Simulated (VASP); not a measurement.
OSZICAR of a VASP run on ZnS (zinc blende):

**OSZICAR**
```
       N       E                     dE             d eps       ncg     rms          rms(c)
DAV:   1     0.923633413913E+02    0.92363E+02   -0.95046E+03   910   0.178E+03
DAV:   2    -0.245878507505E+01   -0.94822E+02   -0.90560E+02  1000   0.306E+02
DAV:   3    -0.813604275503E+01   -0.56773E+01   -0.56536E+01  1115   0.767E+01
DAV:   4    -0.820417758078E+01   -0.68135E-01   -0.68109E-01  1055   0.871E+00
DAV:   5    -0.820512373713E+01   -0.94616E-03   -0.94614E-03  1065   0.104E+00    0.122E+01
DAV:   6    -0.770192909102E+01    0.50319E+00   -0.11867E+00  1163   0.469E+01    0.882E+00
DAV:   7    -0.765965895343E+01    0.42270E-01   -0.59050E-01  1000   0.918E+00    0.390E+00
DAV:   8    -0.765134067587E+01    0.83183E-02   -0.11681E-02  1174   0.243E+00    0.105E+00
DAV:   9    -0.764989891446E+01    0.14418E-02   -0.32118E-03   990   0.568E-01    0.115E-01
DAV:  10    -0.764990015662E+01   -0.12422E-05   -0.17764E-04  1075   0.169E-01    0.114E-01
DAV:  11    -0.764991417154E+01   -0.14015E-04   -0.17253E-05  1406   0.152E-01    0.735E-02
DAV:  12    -0.764990022563E+01    0.13946E-04   -0.42483E-05  1362   0.162E-01    0.340E-02
DAV:  13    -0.764990060694E+01   -0.38131E-06   -0.41694E-06   950   0.188E-02
   1 F= 0.78738572E+00 E0= 0.78738572E+00  d E =0.787386E+00
       N       E                     dE             d eps       ncg     rms          rms(c)
DAV:   1    -0.165753542341E+02   -0.89255E+01   -0.92344E+01  1120   0.248E+02    0.293E+01
DAV:   2    -0.878214736918E+01    0.77932E+01   -0.76507E+01   925   0.294E+02    0.141E+01
DAV:   3    -0.588265156691E+01    0.28995E+01   -0.10382E+01  1080   0.998E+01    0.435E+00
DAV:   4    -0.569863885555E+01    0.18401E+00   -0.21321E+00  1305   0.259E+01    0.330E+00
DAV:   5    -0.563750454859E+01    0.61134E-01   -0.20033E-01  1100   0.159E+01    0.233E+00
DAV:   6    -0.561878399031E+01    0.18721E-01   -0.56417E-02  1465   0.746E+00    0.515E-01
DAV:   7    -0.561794065860E+01    0.84333E-03   -0.16012E-02   945   0.133E+00    0.324E-01
DAV:   8    -0.561783419667E+01    0.10646E-03   -0.39890E-03   977   0.476E-01    0.279E-01
DAV:   9    -0.561761942746E+01    0.21477E-03   -0.60627E-04  1065   0.302E-01    0.862E-02
DAV:  10    -0.561762030136E+01   -0.87390E-06   -0.12447E-05  1045   0.343E-02    0.698E-02
DAV:  11    -0.561761780367E+01    0.24977E-05   -0.33026E-06  1005   0.263E-02    0.341E-02
DAV:  12    -0.561761711907E+01    0.68460E-06   -0.18166E-06   730   0.240E-02
   2 F= 0.12203566E+01 E0= 0.12203566E+01  d E =0.432971E+00
       N       E                     dE             d eps       ncg     rms          rms(c)
DAV:   1    -0.112146916768E+02   -0.55971E+01   -0.50508E+01  1060   0.221E+02    0.141E+01
DAV:   2    -0.785502260638E+01    0.33597E+01   -0.87343E+00  1070   0.959E+01    0.702E+00
DAV:   3    -0.737102832015E+01    0.48399E+00   -0.61583E-01  1246   0.152E+01    0.381E+00
DAV:   4    -0.725108872513E+01    0.11994E+00   -0.12593E-01  1000   0.413E+00    0.811E-01
DAV:   5    -0.724182789894E+01    0.92608E-02   -0.59458E-03  1125   0.437E+00    0.310E-01
DAV:   6    -0.724126815380E+01    0.55975E-03   -0.61504E-03  1010   0.115E+00    0.928E-02
DAV:   7    -0.724117707410E+01    0.91080E-04   -0.19772E-04  1188   0.452E-01    0.408E-02
DAV:   8    -0.724118098224E+01   -0.39081E-05   -0.44555E-05  1380   0.125E-01    0.205E-02
DAV:   9    -0.724118139913E+01   -0.41689E-06   -0.70763E-06   905   0.313E-02
   3 F= 0.69536549E+00 E0= 0.69536549E+00  d E =-.920202E-01
       N       E                     dE             d eps       ncg     rms          rms(c)
DAV:   1    -0.722115882671E+01    0.20022E-01   -0.16830E-02  1095   0.371E+00    0.281E-01
DAV:   2    -0.721985276117E+01    0.13061E-02   -0.46004E-03  1085   0.271E+00    0.123E-01
DAV:   3    -0.721969484019E+01    0.15792E-03   -0.18300E-04  1217   0.309E-01    0.606E-02
DAV:   4    -0.721964670043E+01    0.48140E-04   -0.59460E-05  1110   0.133E-01    0.236E-02
DAV:   5    -0.721964427858E+01    0.24219E-05   -0.46703E-06   994   0.313E-02    0.138E-02
DAV:   6    -0.721964275390E+01    0.15247E-05   -0.17377E-06   631   0.283E-02    0.114E-03
DAV:   7    -0.721964284262E+01   -0.88720E-07   -0.94371E-07   460   0.987E-03
   4 F= 0.69511559E+00 E0= 0.69511559E+00  d E =-.922701E-01
```

Question: Which electronic solver shows in the log?

Answer: It is blocked Davidson (ALGO = Normal, or the opening steps of other solvers). The INCAR had ALGO = Normal.

Question: Can the final energy be trusted as converged?

Answer: The run converged. It stopped with EDIFF = 1E-6, NELM = 100, NSW = 40 and EDIFFG = -0.02 after 4 ionic steps (LDA (Ceperley-Alder, Perdew-Zunger), plane waves, VASP's LDA PAW potentials (set 64)). Energy and stress use the plane-wave basis of the starting cell.

The compound is ZnS in the zinc blende structure. This run relaxes it under an external pressure of 45 GPa. Symmetry was kept, so distortions that lower it aren't found.
